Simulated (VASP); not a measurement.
# A VASP study of Ti3AlC2 (r2SCAN): structure first, properties next, part 3 of 6

Wanted: the relaxed cell of Ti3AlC2 and its properties. Left out of this account: 1 further run (core levels: core levels are not valid at this level). The start is a computed cell from the Materials Project.

VASP 6.6.1; r2SCAN; plane waves and PAW (Ti_sv, Al, C).

So far. Step 2 (Relaxing cell and atoms (r2SCAN)): It ends with a largest force of 0.004 eV/Å and a pressure of 0.00 GPa. Step 3 (Single point with fields (r2SCAN)): In this run the pressure is -0.01 GPa, small enough to go on.

### Step 4. Band structure (r2SCAN)

Levels along the symmetry lines show where the bands peak and cross; KPOINTS_OPT computes them in the converged potential.

INCAR reads:

```
SYSTEM = Ti3AlC2
PREC = Accurate
ENCUT = 520
EDIFF = 1E-06
NELM = 100
ISMEAR = 0
SIGMA = 0.05
LREAL = .FALSE.
ALGO = Normal
METAGGA = R2SCAN
LASPH = .TRUE.
NBANDS = 75
LORBIT = 11
LWAVE = .FALSE.
LCHARG = .FALSE.
KPAR = 8
```

POSCAR reads:

```
Ti3AlC2
1.0
    3.0724344578      0.0000000000      0.0000000000
   -1.5362172289      2.6608062919      0.0000000000
    0.0000000000      0.0000000000     18.6083950105
Ti Al C
6 2 4
Direct
    0.6666666700      0.3333333300      0.3723665973
    0.3333333300      0.6666666700      0.8723665973
    0.3333333300      0.6666666700      0.6276334027
    0.6666666700      0.3333333300      0.1276334027
    0.0000000000      0.0000000000      0.5000000000
    0.0000000000      0.0000000000      0.0000000000
    0.0000000000      0.0000000000      0.7500000000
    0.0000000000      0.0000000000      0.2500000000
    0.3333333300      0.6666666700      0.4304594190
    0.6666666700      0.3333333300      0.9304594190
    0.3333333300      0.6666666700      0.0695405810
    0.6666666700      0.3333333300      0.5695405810
```

KPOINTS reads:

```
Automatic mesh
0
Gamma
8 8 2
0 0 0
```

KPOINTS_OPT reads:

```
Line mode
12
Line-mode
Reciprocal
  0.00000000   0.00000000   0.00000000 GAMMA
  0.50000000   0.00000000   0.00000000 M

  0.50000000   0.00000000   0.00000000 M
  0.33333333   0.33333333   0.00000000 K

  0.33333333   0.33333333   0.00000000 K
  0.00000000   0.00000000   0.00000000 GAMMA

  0.00000000   0.00000000   0.00000000 GAMMA
  0.00000000   0.00000000   0.50000000 A

  0.00000000   0.00000000   0.50000000 A
  0.50000000   0.00000000   0.50000000 L

  0.50000000   0.00000000   0.50000000 L
  0.33333333   0.33333333   0.50000000 H

  0.33333333   0.33333333   0.50000000 H
  0.00000000   0.00000000   0.50000000 A

  0.50000000   0.00000000   0.50000000 L
  0.50000000   0.00000000   0.00000000 M

  0.33333333   0.33333333   0.00000000 K
  0.33333333   0.33333333   0.50000000 H
```

The projector-augmented-wave data sets are Ti_sv, Al and C (PBE family, release 64).

Started as:

```bash
$ mpirun -np 8 vasp_std
```

Log:

```text
[banner, memory and clock lines left out]
running    8 mpi-ranks, on    1 nodes
 distrk:  each k-point on    1 cores,    8 groups
 distr:  one band on    1 cores,    1 groups

 POSCAR found type information on POSCAR TiAlC
 POSCAR found :  3 types and      12 ions
 [... a notice as in an earlier step ...]

 [... a notice as in an earlier step ...]

 LDA part: xc-table for (None), standard interpolation
 POSCAR, INCAR and KPOINTS ok, starting setup
 FFT: planning ... GRIDC
 FFT: planning ... GRID_SOFT
 FFT: planning ... GRID
 WAVECAR not read
 entering main loop
       N       E                     dE             d eps       ncg     rms          rms(c)
DAV:   1     0.129575310631E+04    0.12958E+04   -0.43190E+04  3000   0.151E+03
DAV:   2     0.270434551631E+02   -0.12687E+04   -0.11994E+04  3000   0.494E+02
DAV:   3    -0.162076722976E+03   -0.18912E+03   -0.18013E+03  3790   0.175E+02
DAV:   4    -0.187763656394E+03   -0.25687E+02   -0.25392E+02  4461   0.578E+01
DAV:   5    -0.189374564146E+03   -0.16109E+01   -0.16083E+01  4434   0.131E+01    0.425E+01
DAV:   6    -0.140596142400E+03    0.48778E+02   -0.10612E+02  3851   0.683E+01    0.986E+00
DAV:   7    -0.141878227173E+03   -0.12821E+01   -0.13117E+01  3848   0.216E+01    0.876E+00
DAV:   8    -0.141484502003E+03    0.39373E+00   -0.19449E+00  4244   0.922E+00    0.551E+00
DAV:   9    -0.141608808914E+03   -0.12431E+00   -0.89282E-01  4186   0.506E+00    0.190E+00
DAV:  10    -0.141590322579E+03    0.18486E-01   -0.15761E-01  3906   0.235E+00    0.886E-01
DAV:  11    -0.141592682471E+03   -0.23599E-02   -0.22518E-02  4248   0.141E+00    0.190E-01
DAV:  12    -0.141592894126E+03   -0.21166E-03   -0.43756E-03  4231   0.419E-01    0.691E-02
DAV:  13    -0.141592983513E+03   -0.89386E-04   -0.44042E-04  4656   0.107E-01    0.273E-02
DAV:  14    -0.141593006798E+03   -0.23285E-04   -0.75714E-05  4551   0.425E-02    0.724E-03
DAV:  15    -0.141593005558E+03    0.12402E-05   -0.10664E-05  3912   0.197E-02    0.231E-03
DAV:  16    -0.141593006056E+03   -0.49765E-06   -0.41910E-07  2036   0.459E-03
   1 F= -.14159301E+03 E0= -.14159110E+03  d E =-.382103E-02
 Start KPOINTS_OPT (optional k-point list driver)
k-point batch [1-20\108]
       N       E                     dE             ncg
DAV:   1     0.184141387440E+04   -0.47692E+05     3000
DAV:   2    -0.228445533508E+05   -0.24686E+05     3000
DAV:   3    -0.263117285394E+05   -0.34672E+04     3656
DAV:   4    -0.267975164903E+05   -0.48579E+03     4368
DAV:   5    -0.268269125023E+05   -0.29396E+02     4290
DAV:   6    -0.268276374493E+05   -0.72495E+00     4121
DAV:   7    -0.268276615073E+05   -0.24058E-01     4314
DAV:   8    -0.268276617995E+05   -0.29224E-03     4098
DAV:   9    -0.268276618071E+05   -0.75545E-05     3373
DAV:  10    -0.268276618073E+05   -0.23644E-06     2522
[...]
k-point batch [101-108\108]
       N       E                     dE             ncg
DAV:   1     0.460902730202E+05   -0.31590E+05     1200
DAV:   2     0.364823748431E+05   -0.96079E+04     1200
DAV:   3     0.351595258533E+05   -0.13228E+04     1462
DAV:   4     0.349780381030E+05   -0.18149E+03     1912
DAV:   5     0.349649610539E+05   -0.13077E+02     1728
DAV:   6     0.349646216551E+05   -0.33940E+00     1696
DAV:   7     0.349646084840E+05   -0.13171E-01     1736
DAV:   8     0.349646083380E+05   -0.14603E-03     1680
DAV:   9     0.349646083342E+05   -0.38320E-05     1384
DAV:  10     0.349646083341E+05   -0.10830E-06     1096
```

Elapsed: 3.7 min, on 8 MPI ranks of Intel Xeon 6975P-C (Granite Rapids), shared host; peak memory 4.5 GiB.

OUTCAR, selected parts (step 4):

```text
 Found     20 irreducible k-points:

   k-points           NKPTS =     20   k-points in BZ     NKDIM =     20   number of bands    NBANDS=     75

   NELECT =      94.0000    total number of electrons

 E-fermi :   8.4291

 k-point     1 :       0.0000    0.0000    0.0000
  band No.  band energies     occupation
    ...
     40       6.8351      2.00000
     41       6.8351      2.00000
     42       6.8396      2.00000
     43       6.8396      2.00000
     44       7.3127      2.00000
     45       9.1724      0.00000
     46       9.3195      0.00000
     47       9.3314      0.00000
     48       9.3314      0.00000
     49       9.3411      0.00000
    ...

 k-point     3 :       0.2500    0.0000    0.0000
  band No.  band energies     occupation
    ...
     42       6.6264      2.00000
     43       7.0298      2.00000
     44       7.2465      2.00000
     45       7.9489      2.00000
     46       8.0285      2.00000
     47       8.6758      0.00000
     48       8.8391      0.00000
     49       9.6574      0.00000
     50       9.8524      0.00000
     51      10.0676      0.00000
    ...

  Total       -0.0087429     -0.0087429      0.0054126     -0.0000000     -0.0000000      0.0000000
  in kB       -0.0920793     -0.0920793      0.0570047     -0.0000000     -0.0000000      0.0000000
  external PRESSURE =      -0.0423846 kB  Pullay stress =       0.0000000 kB

 POSITION                                       TOTAL-FORCE (eV/Angst)
 -----------------------------------------------------------------------------------
      1.53622      0.88694      6.92914        -0.000000      0.000000      0.003729
     -0.00000      1.77387     16.23334         0.000000     -0.000000      0.003729
     -0.00000      1.77387     11.67925         0.000000     -0.000000     -0.003729
      1.53622      0.88694      2.37505        -0.000000      0.000000     -0.003729
      0.00000      0.00000      9.30420         0.000000      0.000000      0.000000
      0.00000      0.00000      0.00000         0.000000      0.000000      0.000000
      0.00000      0.00000     13.95630         0.000000      0.000000      0.000000
      0.00000      0.00000      4.65210         0.000000     -0.000000      0.000000
     -0.00000      1.77387      8.01016         0.000000      0.000000     -0.003620
      1.53622      0.88694     17.31436        -0.000000      0.000000     -0.003620
     -0.00000      1.77387      1.29404         0.000000      0.000000      0.003620
      1.53622      0.88694     10.59824        -0.000000     -0.000000      0.003620
 -----------------------------------------------------------------------------------
    total drift:                                0.000000      0.000000      0.000000

  FREE ENERGIE OF THE ION-ELECTRON SYSTEM (eV)
  ---------------------------------------------------
  free  energy   TOTEN  =      -141.5930060557 eV

  energy  without entropy=     -141.5891850291  energy(sigma->0) =     -141.59109554

[... 11 parts as in an earlier step ...]

[... 3 further parts left out ...]
```

This step gave:

```
bands    : 75
pressure : -0.004238 GPa
```

The electronic bands at the labelled points (eV, zero at the Fermi level; # counts the bands kept, so #1 is VASP's band 29):

| point | #17 | #18 | #19 | #20 | #21 | #22 | #23 | #24 |
| --- | --- | --- | --- | --- | --- | --- | --- | --- |
| Γ | 0.74 | 0.89 | 0.90 | 0.90 | 0.91 | 0.91 | 1.78 | 1.78 |
| 0.45 of the way | -0.32 | -0.26 | 0.38 | 0.56 | 1.22 | 1.36 | 1.52 | 1.56 |
| M | -1.42 | -1.40 | -0.88 | -0.87 | 1.71 | 1.97 | 2.02 | 2.45 |
| 0.45 of the way | -1.01 | -0.84 | -0.62 | -0.34 | 0.58 | 1.11 | 1.93 | 2.05 |
| K | -1.26 | -1.26 | -0.90 | -0.84 | 0.44 | 0.44 | 2.01 | 2.18 |
| 0.45 of the way | -0.46 | -0.16 | 0.12 | 0.45 | 0.53 | 0.85 | 1.45 | 1.59 |
| Γ | 0.74 | 0.89 | 0.90 | 0.90 | 0.91 | 0.91 | 1.78 | 1.78 |
| 0.55 of the way | 0.77 | 0.87 | 0.90 | 0.90 | 0.91 | 0.91 | 1.78 | 1.78 |
| A | 0.82 | 0.82 | 0.91 | 0.91 | 0.91 | 0.91 | 1.79 | 1.79 |
| 0.55 of the way | -0.58 | -0.58 | 0.16 | 0.16 | 1.37 | 1.37 | 1.79 | 1.79 |
| L | -1.41 | -1.41 | -0.87 | -0.87 | 1.77 | 1.77 | 2.34 | 2.34 |
| 0.45 of the way | -0.94 | -0.94 | -0.48 | -0.48 | 0.84 | 0.84 | 1.98 | 1.98 |
| H | -1.26 | -1.26 | -0.87 | -0.87 | 0.44 | 0.44 | 2.13 | 2.13 |
| 0.55 of the way | -0.11 | -0.11 | 0.30 | 0.30 | 0.94 | 0.94 | 1.51 | 1.51 |
| A | 0.82 | 0.82 | 0.91 | 0.91 | 0.91 | 0.91 | 1.79 | 1.79 |
| jump to L | -1.41 | -1.41 | -0.87 | -0.87 | 1.77 | 1.77 | 2.34 | 2.34 |
| 0.55 of the way | -1.42 | -1.41 | -0.88 | -0.87 | 1.73 | 1.87 | 2.15 | 2.47 |
| M | -1.42 | -1.40 | -0.88 | -0.87 | 1.71 | 1.97 | 2.02 | 2.45 |
| jump to K | -1.26 | -1.26 | -0.90 | -0.84 | 0.44 | 0.44 | 2.01 | 2.18 |
| 0.55 of the way | -1.26 | -1.26 | -0.89 | -0.85 | 0.44 | 0.44 | 2.05 | 2.16 |
| H | -1.26 | -1.26 | -0.87 | -0.87 | 0.44 | 0.44 | 2.13 | 2.13 |

Of the projections kept (Ti, Al, C), the largest for each band there; the rest of the weight can lie on other orbitals:

```csv
point,#17,#18,#19,#20,#21,#22,#23,#24
Γ,Ti 1.00,Ti 1.00,Ti 1.00,Ti 1.00,Ti 1.00,Ti 1.00,Ti 1.00,Ti 1.00
M,Ti 1.00,Ti 1.00,Ti 0.81,Ti 0.83,Ti 0.92,Ti 0.71,Ti 0.95,Ti 0.98
K,Ti 0.51,Ti 0.51,Ti 0.88,Ti 0.88,Ti 0.97,Ti 0.97,Ti 0.81,Ti 0.94
Γ,Ti 1.00,Ti 1.00,Ti 1.00,Ti 1.00,Ti 1.00,Ti 1.00,Ti 1.00,Ti 1.00
A,Ti 1.00,Ti 1.00,Ti 1.00,Ti 1.00,Ti 1.00,Ti 1.00,Ti 1.00,Ti 1.00
L,Ti 1.00,Ti 1.00,Ti 0.82,Ti 0.82,Ti 0.89,Ti 0.89,Ti 0.75,Ti 0.75
```

There is no gap at this level.

Of the bands kept, 4 cross the Fermi level on this path.

### Step 5. Density of states (r2SCAN)

Here the states are counted by energy and projected on the atoms. The mesh is finer than in the run before.

INCAR: that of step 4 with these lines changed.

```diff
@@ -5,3 +5,3 @@
 NELM = 100
-ISMEAR = 0
+ISMEAR = -5
 SIGMA = 0.05
@@ -16 +16,2 @@
 KPAR = 8
+NEDOS = 2001
```

POSCAR is that of step 4.

KPOINTS reads:

```
Automatic mesh
0
Gamma
12 12 2
0 0 0
```

Started as:

```bash
$ mpirun -np 8 vasp_std
```

Log:

```text
[... set-up lines as in an earlier step ...]
 entering main loop
       N       E                     dE             d eps       ncg     rms          rms(c)
DAV:   1     0.130256823565E+04    0.13026E+04   -0.43046E+04  5700   0.151E+03
DAV:   2     0.284685355291E+02   -0.12741E+04   -0.12050E+04  5700   0.497E+02
DAV:   3    -0.161899435740E+03   -0.19037E+03   -0.18111E+03  7158   0.176E+02
DAV:   4    -0.187822651023E+03   -0.25923E+02   -0.25649E+02  8474   0.578E+01
DAV:   5    -0.189401661687E+03   -0.15790E+01   -0.15765E+01  8541   0.131E+01    0.425E+01
DAV:   6    -0.140623232950E+03    0.48778E+02   -0.10654E+02  7230   0.685E+01    0.995E+00
DAV:   7    -0.142005318652E+03   -0.13821E+01   -0.13713E+01  7400   0.223E+01    0.908E+00
DAV:   8    -0.141470672777E+03    0.53465E+00   -0.22334E+00  8101   0.965E+00    0.569E+00
DAV:   9    -0.141606237956E+03   -0.13557E+00   -0.94935E-01  8015   0.514E+00    0.189E+00
DAV:  10    -0.141587190824E+03    0.19047E-01   -0.16059E-01  7426   0.233E+00    0.903E-01
DAV:  11    -0.141589360118E+03   -0.21693E-02   -0.23816E-02  8109   0.140E+00    0.186E-01
DAV:  12    -0.141589504636E+03   -0.14452E-03   -0.46089E-03  7989   0.411E-01    0.812E-02
DAV:  13    -0.141589590106E+03   -0.85470E-04   -0.42921E-04  9085   0.122E-01    0.280E-02
DAV:  14    -0.141589597083E+03   -0.69769E-05   -0.87506E-05  8877   0.532E-02    0.674E-03
DAV:  15    -0.141589599931E+03   -0.28478E-05   -0.14905E-05  7416   0.241E-02    0.249E-03
DAV:  16    -0.141589600008E+03   -0.76892E-07   -0.62145E-07  3842   0.593E-03
   1 F= -.14158960E+03 E0= -.14158960E+03  d E =0.000000E+00
 -----------------------------------------------------------------------------
|                                                                             |
|           W    W    AA    RRRRR   N    N  II  N    N   GGGG   !!!           |
|           W    W   A  A   R    R  NN   N  II  NN   N  G    G  !!!           |
|           W    W  A    A  R    R  N N  N  II  N N  N  G       !!!           |
|           W WW W  AAAAAA  RRRRR   N  N N  II  N  N N  G  GGG   !            |
|           WW  WW  A    A  R   R   N   NN  II  N   NN  G    G                |
|           W    W  A    A  R    R  N    N  II  N    N   GGGG   !!!           |
|                                                                             |
|     Tetrahedron method does not include variations of the Fermi             |
|     occupations, so forces and stress will be inaccurate. We suggest        |
|     using a different smearing scheme ISMEAR = 1 or 2 for metals in         |
|     relaxations.                                                            |
|                                                                             |
 -----------------------------------------------------------------------------
```

It took 1.7 min on 8 MPI ranks; peak memory 4.3 GiB.

OUTCAR, selected parts (step 5):

```text
   k-points           NKPTS =     38   k-points in BZ     NKDIM =     38   number of bands    NBANDS=     75

   NELECT =      94.0000    total number of electrons

 E-fermi :   8.4565

 k-point     1 :       0.0000    0.0000    0.0000
  band No.  band energies     occupation
    ...
     40       6.8395      2.00000
     41       6.8395      2.00000
     42       6.8440      2.00000
     43       6.8440      2.00000
     44       7.3115      2.00000
     45       9.1782      0.00000
     46       9.3252      0.00000
     47       9.3375      0.00000
     48       9.3376      0.00000
     49       9.3473      0.00000
    ...

  Total       -0.0705901     -0.0705901      0.1454899      0.0000000      0.0000000      0.0000000
  in kB       -0.7434460     -0.7434460      1.5322816      0.0000000      0.0000000      0.0000000
  external PRESSURE =       0.0151299 kB  Pullay stress =       0.0000000 kB

 POSITION                                       TOTAL-FORCE (eV/Angst)
 -----------------------------------------------------------------------------------
      1.53622      0.88694      6.92914         0.000000     -0.000000      0.050858
     -0.00000      1.77387     16.23334        -0.000000      0.000000      0.050858
     -0.00000      1.77387     11.67925        -0.000000      0.000000     -0.050858
      1.53622      0.88694      2.37505         0.000000     -0.000000     -0.050858
      0.00000      0.00000      9.30420         0.000000      0.000000      0.000000
      0.00000      0.00000      0.00000         0.000000      0.000000      0.000000
      0.00000      0.00000     13.95630         0.000000      0.000000      0.000000
      0.00000      0.00000      4.65210         0.000000      0.000000      0.000000
     -0.00000      1.77387      8.01016         0.000000      0.000000     -0.017616
      1.53622      0.88694     17.31436        -0.000000      0.000000     -0.017616
     -0.00000      1.77387      1.29404         0.000000     -0.000000      0.017616
      1.53622      0.88694     10.59824        -0.000000      0.000000      0.017616
 -----------------------------------------------------------------------------------
    total drift:                                0.000000      0.000000      0.000000

  FREE ENERGIE OF THE ION-ELECTRON SYSTEM (eV)
  ---------------------------------------------------
  free  energy   TOTEN  =      -141.5896000079 eV

  energy  without entropy=     -141.5896000079  energy(sigma->0) =     -141.58960001

[... 7 parts as in an earlier step ...]

[... 9 further parts left out ...]
```

With tetrahedra the forces and stress of a metal are not exact derivatives of the energy.

Numbers from this step:

```yaml
irreducible_k_points: 38
free_energy_toten: -141.5896 eV
fermi_energy: 8.457 eV
pressure: 0.001513 GPa
dos_at_the_fermi_level: 3.181 states/eV/cell
```

The density of states has structure finer than the step of the table below, so its rows give means over 0.5 eV, whole bins alone (the curve runs from -12.0 to 1.21 eV). Peaks (eV: height): total -10.79: 9.85, -3.18: 11.9, -2.82: 21.0, -1.21: 11.5; Ti d -4.57: 1.32, -2.82: 7.20, -1.21: 3.94, 0.99: 4.01; C p -4.57: 1.39, -4.06: 1.97, -3.18: 2.73, -2.82: 5.40; Ti p -10.36: 0.670, -4.06: 0.621, -3.18: 0.727, -2.82: 0.862; Al p -1.57: 0.280, -1.21: 0.669, -0.91: 0.518.

States under -12.0 eV and over 1.2 eV are left out. Table of density of states by energy, zero at the Fermi level; means over each step; 7 of 8 lines; values in states/eV/cell:

```
energy (eV)  total     Ti d      C p    Ti p     Al p     Ti s     Al s
      -11.5   1.29   0.0426  0.00517  0.0649   1.6e-5    0.109   4.7e-4
      -11.0   5.17    0.367   0.0106   0.273  0.00101    0.258  0.00460
      -10.5   7.71    0.763  0.00718   0.466   5.0e-4    0.134   8.1e-4
      -10.0  0.249   0.0199   1.6e-4  0.0190   1.6e-5  0.00259   1.6e-5
       -9.5      0        0        0       0        0        0        0
       -9.0      0        0        0       0        0        0        0
       -8.5      0        0        0       0        0        0        0
       -8.0  0.496  0.00425  0.00366  0.0147  0.00201   0.0132    0.102
       -7.5  0.797   0.0136  0.00590  0.0211  0.00890   0.0215    0.158
       -7.0  0.792   0.0224  0.00726  0.0180   0.0155   0.0237    0.148
       -6.5  0.823   0.0338   0.0117  0.0161   0.0214   0.0281    0.142
       -6.0  0.938   0.0617   0.0332  0.0154   0.0273   0.0435    0.136
       -5.5   2.81    0.397    0.410  0.0529   0.0393    0.270    0.130
       -5.0   3.08    0.526    0.570  0.0932   0.0264    0.280   0.0640
       -4.5   5.05    0.853    0.943   0.221   0.0541    0.345    0.137
       -4.0   6.89     1.19     1.38   0.462   0.0726    0.343    0.141
       -3.5   6.46     1.51     1.34   0.392   0.0492    0.166    0.141
       -3.0   13.6     4.42     3.33   0.610   0.0662    0.109   0.0954
       -2.5   9.99     3.23     2.35   0.436   0.0561   0.0727    0.130
       -2.0   5.06     1.65     1.11   0.190    0.116   0.0168   0.0420
       -1.5   4.71     1.48    0.383   0.186    0.275   0.0216   0.0559
       -1.0   8.05     3.06    0.263   0.361    0.454   0.0302   0.0432
       -0.5   4.79     2.42    0.135  0.0913    0.171  0.00879   0.0274
        0.0   3.21     1.92   0.0743  0.0347   0.0676  0.00380   0.0155
        0.5   4.16     2.74    0.103  0.0358   0.0437  0.00835  0.00709
```

Force by atom:

```csv
atom,x (eV/Å),y (eV/Å),z (eV/Å),size
Ti1,0.0000,0.0000,0.0509,0.0509
Ti2,0.0000,0.0000,0.0509,0.0509
Ti3,0.0000,0.0000,-0.0509,0.0509
Ti4,0.0000,0.0000,-0.0509,0.0509
Ti5,0.0000,0.0000,0.0000,0.0000
Ti6,0.0000,0.0000,0.0000,0.0000
Al7,0.0000,0.0000,0.0000,0.0000
Al8,0.0000,0.0000,0.0000,0.0000
C9,0.0000,0.0000,-0.0176,0.0176
C10,0.0000,0.0000,-0.0176,0.0176
C11,0.0000,0.0000,0.0176,0.0176
C12,0.0000,0.0000,0.0176,0.0176
```

The finer mesh and the other smearing move the Fermi level by +0.03 eV from the 8×8×2 run, a small shift, which tests the Fermi level alone. Of the states within 0.3 eV of the Fermi level, the largest shares in the PAW spheres are Ti d 60 %. The rest lies in smaller channels or between the spheres.

[end of part 3 of 6]

[Lines on the potential files, build, host, timing and source positions are cut from VASP's logs without a mark.]

[Logs are printed without paths, hosts, clocks, repeated set-up lines and the standing remarks that a program may print on its own settings, such as how far it seeks lower states.]

[Hosts, paths, dates, database ids (printed as entryN), source tags and the programs' standing remarks are cut or masked in the printed files.]

[A measured line is paired with the nearest computed mode of its activity, which favours agreement.]
